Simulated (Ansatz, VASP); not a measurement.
## Cross-check of InAs between VASP and Ansatz

One calculation is typed for both programs; each brings its own data sets. How far apart do they land? The structure shown is the end of the Ansatz relaxation below.

Main program and level: Ansatz 0.2.0; plane waves, with VASP 6.6.1 beside it; r2SCAN.

**1. The structure**

Symmetry: I-4m2, No. 119, tetragonal system. Conventional cell: a = 4.304 Å, b = 4.304 Å, c = 6.169 Å, α = 90.00°, β = 90.00°, γ = 90.00°. Nearest to As lie 4 In at 2.65 Å. In has 4 As at 2.65 Å nearest. Farther neighbours are not listed.

As a file:

```cif
data_structure
_symmetry_space_group_name_H-M 'I-4m2'
_symmetry_Int_Tables_number 119
_cell_length_a 4.3044
_cell_length_b 4.3044
_cell_length_c 6.1695
_cell_angle_alpha 90.000
_cell_angle_beta 90.000
_cell_angle_gamma 90.000
_cell_volume 114.31
loop_
_atom_site_label
_atom_site_type_symbol
_atom_site_symmetry_multiplicity
_atom_site_Wyckoff_symbol
_atom_site_fract_x
_atom_site_fract_y
_atom_site_fract_z
_atom_site_occupancy
As1 As 2 b 0.00000 0.00000 0.50000 1
In1 In 2 c 0.50000 0.00000 0.75000 1
```

**2. Ansatz: relaxation, r2SCAN**

Ansatz runs on its PAW soft_1 files.

This run makes the geometry at which the two programs are then compared.

Input file input.yaml:

```yaml
crystal:
  lattice:
    - [0.0, 3.0542074944, 3.0847495693]
    - [3.0542074944, 0.0, 3.0847495693]
    - [3.0542074944, 3.0542074944, 0.0]
  atoms:
    - { symbol: As, position: [0.75, 0.75, 0.75] }
    - { symbol: In, position: [0.0, 0.0, 0.0] }
  conventional_axes: [[-1, 1, 1], [1, -1, 1], [1, 1, -1]]
kpoints:
  mp_grid: { grid: [12, 12, 12], shift: [0.5, 0.5, 0.5] }
hamiltonian:
  xc: r2scan
  pseudopotentials: { kind: paw, azcp: { folder: soft_1 } }
scf:
  occupations: { method: gaussian, width: 0.01 }
output:
  forces: true
  stress: true
  eigenvalues: true
relax:
  adjacent_minimum: "off"
  f_tol: 0.001
  max_steps: 60
  cell: { stress_tol: 0.01, fix: [c, angles] }
```

Launch:

```sh
$ ansatz run input.yaml --threads 4 --pin off --max-ram 10240MiB --backend cpu --events-out ev --progress --plain --runs-dir out
```

Numbers of over 12 decimals in the logs are rounded to 6 here.

Log:

```text
Warning: crystal.symmetry: narrowed to the stabiliser of the k-point mesh — unitary ops 8 → 2; excluded 6 operations that carry a point of the 12×12×12 mesh (shift [0.5, 0.5, 0.5]) off the mesh (the run samples exactly the mesh kpoints.mp_grid names, as under crystal.symmetry.detect: false, and its converged state has the mesh's symmetry, not the crystal's; ε∞, the Born charges and the force constants of a linear response (`dielectric:` by the response, `phonons.method: dfpt`) are averaged over those of the crystal's operations that the state keeps within a tolerance, where `mesh_tensors`, `unaveraged_element` or `gamma_mean_max_change_ev_ang2` stands beside them; [rest of the remark cut]
Engine: ansatz 0.2.0, x86_64-unknown-linux-gnu
Pseudopotentials: kind: paw
Pseudopotential: As, paw, valence charge 15, recommended cutoff 500 eV (meta_gga), soft_1/As.paw.azcp
Pseudopotential: In, paw, valence charge 13, recommended cutoff 500 eV (meta_gga), soft_1/In.paw.azcp
Functional definition: r2SCAN
  parameter k0 = 0.174
  parameter k1 = 0.065
  parameter a1 = 4.9479
  exchange = r2scan_x(k0 = k0, k1 = k1, a1 = a1)
  correlation = r2scan_c
Crystal: 2 atoms, lattice volume = 57.550 Å³
Basis set: ecut = 500 eV, 1459 PW (Γ), exchange–correlation on 128×128×128 points (64 copies of the dense FFT grid, shifted against one another)
Bands: 18, of which v1, the nominal top of the filled ones, is band 14 counted from 1 (13 counted from 0)
Symmetry: 2 space group operations
k-points: 468 of 1728 (time reversal used)
Non-local potential: As, projectors of the file, l = 0: 2, l = 1: 2, l = 2: 3, l = 3: 1
Non-local potential: In, projectors of the file, l = 0: 2, l = 1: 2, l = 2: 2, l = 3: 1
PAW form: soft (Blöchl's): semilocal exchange-correlation on the pseudo side does not see the compensation charge
PAW frozen core: As, regenerated for the run's functional (the file was generated under x = pbe(κ = 0.804, μ = 0.219515), c = pbe(β = 0.066725))
PAW frozen core: In, regenerated for the run's functional (the file was generated under x = pbe(κ = 0.804, μ = 0.219515), c = pbe(β = 0.066725))
PAW one-centre angular grid: As, 590 points (default); XC on 160 Gauss nodes
PAW one-centre angular grid: In, 590 points (default); XC on 160 Gauss nodes
Initial density: superposition of atomic densities (chi_scale 0.1, normalization cell, long waves kept (reshape's long-wave potential 0.00 eV rms))
Initial wavefunctions: pseudopotential atomic-orbital guess
Functional: x = r2scan, c = r2scan; τ floored in thin density (d = 2e-4 eV/Å³)
iter 1 solved again at ethr=1.62e-3 eV; its pass at ethr=3.10e-3 eV (dr2=4.53e-1 eV) is discarded
SCF iter   1: F=—  HF=-10477.237183 eV  |F-HF|=—  |Δ(HF+E_count)|=         —  Δρ=3.15e-2  dr2=4.57e-1  dr2_τ=1.02e-2  ethr=1.62e-3  ⟨swp⟩=1.0  Hψ=54511  notcnv=0
preconditioner: auto → none  [insulator: Δε(μ)=0.505 eV  Ē_g=15.399 eV  σ=0.010 eV  W_gap=1.00  n_scr=14 (ndim 8)  ℏωp=20.8 eV  f_vac=0.015  D(μ)=0.00/eV (n_scr^D=0)  ε∞_Penn≈2.8]
SCF iter   2: F=—  HF=-10477.242155 eV  |F-HF|=—  |Δ(HF+E_count)|=   4.97e-3  Δρ=1.47e-2  dr2=8.43e-2  dr2_τ=1.06e-3  ethr=1.62e-3  ⟨swp⟩=2.1  Hψ=11224  notcnv=0
SCF iter   3: F=—  HF=-10477.251131 eV  |F-HF|=—  |Δ(HF+E_count)|=   8.98e-3  Δρ=2.51e-3  dr2=6.25e-3  dr2_τ=1.57e-4  ethr=3.01e-4  ⟨swp⟩=2.2  Hψ=17014  notcnv=0
SCF iter   4: F=—  HF=-10477.248462 eV  |F-HF|=—  |Δ(HF+E_count)|=   2.67e-3  Δρ=7.34e-4  dr2=2.01e-4  dr2_τ=6.11e-6  ethr=2.23e-5  ⟨swp⟩=3.0  Hψ=18668  notcnv=0
SCF iter   5: F=—  HF=-10477.248474 eV  |F-HF|=—  |Δ(HF+E_count)|=   1.13e-5  Δρ=2.35e-4  dr2=1.03e-5  dr2_τ=4.03e-7  ethr=7.19e-7  ⟨swp⟩=2.0  Hψ=14506  notcnv=0
SCF iter   6: F=—  HF=-10477.248481 eV  |F-HF|=—  |Δ(HF+E_count)|=   7.42e-6  Δρ=5.82e-5  dr2=9.14e-7  dr2_τ=2.60e-8  ethr=3.67e-8  ⟨swp⟩=2.0  Hψ=12674  notcnv=0
SCF iter   7: F=-10477.248481 eV  HF=-10477.248481 eV  |F-HF|=1.46e-9  |Δ(HF+E_count)|=   2.26e-7  Δρ=3.75e-6  dr2=1.02e-8  dr2_τ=1.10e-10  ethr=3.57e-10  ⟨swp⟩=6.4  Hψ=40150  notcnv=0
SCF 1 converged in 7 iterations: F = -10477.248481 eV  dr2 = 1.02e-8
  greatest PAW one-centre occupation: 0.999 electrons in one spin orbital (limit 2), on the As atom at site 0 (counted from 0), in its partial waves of l = 2
relax step   1: F+E_penalty+E_count = -10477.24848125 eV  Δ(F+E_penalty+E_count) = +0.000e0 eV  max|allowed force component| = 7.283e-4 eV/Å  Δτ_max = 0.0000 Å  P = -0.559 GPa  Ω = 57.550 Å³  fix = [c, alpha, beta, gamma]  reactions: c -0.814 GPa; alpha +0.001, beta +0.001, gamma +0.002 GPa/rad  (7 SCF iters, dr2 threshold 1.00e-7 eV, accepted)
[...]
relax step   2: F+E_penalty+E_count = -10477.24898619 eV  Δ(F+E_penalty+E_count) = -5.049e-4 eV  max|allowed force component| = 4.856e-4 eV/Å  Δτ_max = 0.0001 Å  P = -0.032 GPa  Ω = 57.011 Å³  energy of the carried Pulay correction = +3.673e-5 eV  fix = [c, alpha, beta, gamma]  reactions: c -0.412 GPa; alpha +0.004, beta +0.004, gamma +0.005 GPa/rad  (5 SCF iters, dr2 threshold 2.00e-7 eV, accepted)
[...]
relax step   3: F+E_penalty+E_count = -10477.24904575 eV  Δ(F+E_penalty+E_count) = -5.956e-5 eV  max|allowed force component| = 7.125e-6 eV/Å  Δτ_max = 0.0001 Å  P = -0.175 GPa  Ω = 57.155 Å³  energy of the carried Pulay correction = +2.691e-5 eV  fix = [c, alpha, beta, gamma]  reactions: c -0.521 GPa; alpha +0.003, beta +0.003, gamma +0.003 GPa/rad  (4 SCF iters, dr2 threshold 6.21e-8 eV, accepted)
[...]
relax step   4: F+E_penalty+E_count = -10477.24901971 eV  Δ(F+E_penalty+E_count) = +2.603e-5 eV  max|allowed force component| = 9.811e-6 eV/Å  Δτ_max = 0.0000 Å  P = -0.176 GPa  Ω = 57.155 Å³  fix = [c, alpha, beta, gamma]  reactions: c -0.521 GPa; alpha +0.003, beta +0.003, gamma +0.003 GPa/rad  stress off target by 2.72e-3 GPa on what of the cell is left free  SCF on the basis re-selected at this cell (its energy is not comparable with the rows above)  (6 SCF iters)
basis re-selected at this cell: Δ(F+E_penalty+E_count) = +2.603e-5 eV, ΔP = -0.000 GPa vs the last step (what re-selecting the basis moved, of the pressure what is left beyond the Pulay correction that the steps carried, after the strain that the cell walked since its last selection, with what the two solves' SCF thresholds leave and, on support functions, any second-order correction that the steps lacked; it is no m [...]
SCF converged after 6 iterations
Free energy (F): -10477.249020 eV
Harris-Foulkes:  -10477.249020 eV  (|F-HF|=5.46e-12)
Internal energy: -10477.249020 eV  (E = F + TS)
E sigma→0 (E₀):  -10477.249020 eV
Fermi energy:    7.287230 eV
--- Per-component energies (eV) ---
  E_band       = -345.815479
  E_kinetic    = 315.690138
  E_local      = -3524.227182  (includes V_loc(G=0)·N_el)
  E_nonlocal   = -65.677457
  E_hartree    = 1751.007753
  E_xc         = -197.289822
  E_vxc        = -172.411357  (∫ρ·V_xc dr)
  E_paw        = -6260.905151  (= ΣΔE_a)
  E_vpaw       = -411.841124  (= ΣTr[D̂ρ^β])
  E_aug_tail   = -0.000050  (compensation charges beyond the density's cutoff)
  E_vtau       = 10.636042  (kinetic-family band-sum trace: ∫τ·v_τ [+ j·A + Jᵃ·Aᵃ] dr)
  E_ewald      = -2495.355404
  E_core_change = -0.491845  (= ΣΔE_core)
  E_smearing   = -0.000000  (= −TS)
  E_closure    = 0.000000  (closes the sum)
  Σ components = -10477.249020   (vs F -10477.249020, Δ=0.00e0)
--- Forces (eV/Å), atoms counted from 1 ---
  atom   1  As    -0.00000869    -0.00000869    -0.00000982
  atom   2  In     0.00000868     0.00000868     0.00000980
  max |Σ_I F_I| component: 1.26e-8 eV/Å
--- Stress (GPa, compression-positive) ---
       -0.002722      -0.003456      -0.002822
       -0.003456      -0.002722      -0.002822
       -0.002822      -0.002822      -0.521420
  P = ⅓ Tr σ = -0.1756 GPa (-1.756 kbar)
--- Band table (eV; the first three rows and the last of 468) ---
  k-point 0: bands = [... 10 lower, -5.0517, 6.4531, 6.9616, 7.0069, 7.5675, 11.2633, 11.2973, 11.3234]
  k-point 1: bands = [... 10 lower, -4.9558, 5.5495, 6.6978, 6.9627, 8.2466, 11.1971, 11.3858, 11.6867]
  k-point 2: bands = [... 10 lower, -4.7279, 4.3395, 6.4154, 6.7753, 8.6452, 11.5010, 11.6679, 12.1361]
  k-point 467: bands = [... 10 lower, -3.5950, 1.3450, 5.5583, 5.9442, 8.7483, 11.8488, 12.2247, 14.4333]
--- Relaxed structure (3 steps of the walk, 3 accepted, 1 SCFs on fresh bases) ---
  F+E_penalty+E_count = -10477.24901971 eV   max|allowed force component| = 9.811e-6 eV/Å   (the final SCF, on the basis selected at the relaxed cell)
  cell:  # Å, volume = 57.1549 Å³
    - [0, 3.043700, 3.0847495693]
    - [3.043700, 0, 3.0847495693]
    - [3.043700, 3.043700, 0]
  atoms:
    - { symbol: As, position: [0.749992, 0.749992, 0.749995] }
    - { symbol: In, position: [7.706782813720703e-6, 7.706782813720703e-6, 5.232726614024095e-6] }
```

In the SCF lines HF is the Harris–Foulkes energy and dr2 the Hartree energy of the density residual, in eV; the loop may stop once dr2 is under the threshold and the program's other checks hold. Hψ counts applications of the Hamiltonian.

(Part 1 of 3 ends here.)

[Lines on the potential files, build, host, timing and source positions are cut from VASP's logs without a mark.]

[Logs are printed without paths, hosts, clocks, repeated set-up lines and the standing remarks that a program may print on its own settings, such as how far it seeks lower states.]

[Hosts, paths, dates, database ids (printed as entryN), source tags and the programs' standing remarks are cut or masked in the printed files.]
